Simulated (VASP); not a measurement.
OSZICAR of a VASP run on ZrPt3 (space group Pm-3m):

File OSZICAR:
```
       N       E                     dE             d eps       ncg     rms          rms(c)
DAV:   1     0.232070219966E+03    0.23207E+03   -0.15999E+04  5616   0.109E+03
DAV:   2    -0.214909687509E+02   -0.25356E+03   -0.24341E+03  6194   0.318E+02
DAV:   3    -0.366740448643E+02   -0.15183E+02   -0.14952E+02  8910   0.631E+01
DAV:   4    -0.372945237317E+02   -0.62048E+00   -0.61908E+00  7682   0.114E+01
DAV:   5    -0.373101950487E+02   -0.15671E-01   -0.15664E-01  7492   0.167E+00    0.266E+01
DAV:   6    -0.356704938383E+02    0.16397E+01   -0.37164E+00  5848   0.139E+01    0.123E+01
DAV:   7    -0.353616274030E+02    0.30887E+00   -0.13276E+00  7016   0.677E+00    0.461E+00
DAV:   8    -0.353223512424E+02    0.39276E-01   -0.17351E-01  6868   0.278E+00    0.208E+00
DAV:   9    -0.353179608059E+02    0.43904E-02   -0.13808E-02  7532   0.768E-01    0.881E-01
DAV:  10    -0.353171954983E+02    0.76531E-03   -0.44402E-03  6506   0.515E-01    0.228E-01
DAV:  11    -0.353170800086E+02    0.11549E-03   -0.18575E-04  7184   0.991E-02    0.313E-02
DAV:  12    -0.353170820156E+02   -0.20069E-05   -0.74596E-06  7212   0.194E-02    0.181E-02
DAV:  13    -0.353170839520E+02   -0.19365E-05   -0.99333E-07  3518   0.858E-03    0.397E-03
DAV:  14    -0.353170838685E+02    0.83521E-07   -0.21553E-07  3020   0.346E-03
   1 F= -.35317084E+02 E0= -.35316199E+02  d E =-.176880E-02  mag=    -0.0000    -0.0000     0.0000
```

Problem. Which electronic solver shows in the log?

Solution. It is blocked Davidson (ALGO = Normal, or the opening steps of other solvers). The INCAR had ALGO = Normal.

Problem. How was spin treated?

Solution. With non-collinear spinors: mag has three components.

Problem. Can the final energy be trusted as converged?

Solution. The run converged. It stopped with EDIFF = 1E-6, NELM = 100 (PBEsol GGA with spin-orbit coupling, plane waves, VASP's PBE PAW potentials (set 64)).

The structure comes from a measured ZrPt3 entry of the Crystallography Open Database, whose conditions weren't checked. The cell was not relaxed at this level. The run is one of a series of settings (GGA_COMPAT = .FALSE., LNONCOLLINEAR = .TRUE., LSORBIT = .TRUE., MAGMOM = 0.0 0.0 0.0 0.0 0.0 0.0 0.0 0.0 0.0 0.0 0.0 0.0, program vasp_ncl against the base run), some of them coarse on purpose.
